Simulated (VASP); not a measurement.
VASP input:

**INCAR**
```
# general
SYSTEM  =TiS2
PREC    =Accurate
ENCUT   =520   # plane-wave cut-off (eV)
LREAL   =.FALSE.   # projection in real space or not
LASPH   =.TRUE.   # aspherical one-centre terms

# electronic loop
EDIFF   =1E-7   # SCF stop (eV)
NELM    =100   # most electronic steps
ALGO    =Normal   # blocked Davidson
LMAXMIX =4

# smearing
ISMEAR  =0   # Gaussian
SIGMA   =0.05

# functional
GGA     =ML
LUSE_VDW=.TRUE.
AGGAC   =0.0
ZAB_VDW =-1.8867

# ions
IBRION  =2
NSW     =30
ISIF    =4
EDIFFG  =-0.01   # ionic stop

# output
LWAVE   =.FALSE.
LCHARG  =.FALSE.
```

File KPOINTS:
```
kpoints
0
gamma
 7 7 4
0 0 0
```

POSCAR:
```
TiS2
1
    1.7422524504    -3.0176701668     0.0000000000
    1.7422524504     3.0176701668     0.0000000000
    0.0000000000     0.0000000000     5.8702846924
Ti S
1 2
Direct
  0.0000000000   0.0000000000   0.0000000000
  0.3333330000   0.6666670000   0.2386474559
  0.6666670000   0.3333330000   0.7613525441
```

POTCAR, in this order: Ti_sv S (PBE.64 set). Program: vasp_std.

Task: Translate this vdW-DF2 calculation to Quantum ESPRESSO's pw.x.

Result: One equivalent input (not run):
```
&CONTROL
  calculation = 'vc-relax'
  pseudo_dir = './pseudo'
  outdir = './out'
  tprnfor = .true.
  tstress = .true.
  nstep = 30
  forc_conv_thr = 0.00039
/
&SYSTEM
  ibrav = 0
  nat = 3
  ntyp = 2
  ecutwfc = 84
  occupations = 'smearing'
  smearing = 'gaussian'
  degauss = 0.003675
  input_dft = 'vdw-df2'
/
&ELECTRONS
  conv_thr = 7.3e-09
  electron_maxstep = 100
/
&IONS
/
&CELL
  cell_dofree = 'shape'
/
ATOMIC_SPECIES
  Ti 47.867 Ti.upf
  S 32.060 S.upf
CELL_PARAMETERS angstrom
     1.7422525   -3.0176702    0.0000000
     1.7422525    3.0176702    0.0000000
     0.0000000    0.0000000    5.8702847
ATOMIC_POSITIONS crystal
  Ti   0.0000000  0.0000000  0.0000000
  S    0.3333330  0.6666670  0.2386475
  S    0.6666670  0.3333330  0.7613525
K_POINTS automatic
  7 7 4 0 0 0
```
What does not carry over: the potentials are each code's own (VASP's PAW set, PseudoDojo norm-conserving files in pw.x), so ENCUT and ecutwfc are chosen apart and not converted; conv_thr bounds pw.x's estimated SCF error, while EDIFF bounds the energy change between steps; forc_conv_thr acts on force components and is met together with etot_conv_thr.

The compound is TiS2 in the 1T layered structure. This cell is one point of a volume scan, at 0.97 of the reference volume. Symmetry was kept, so distortions that lower it aren't found.
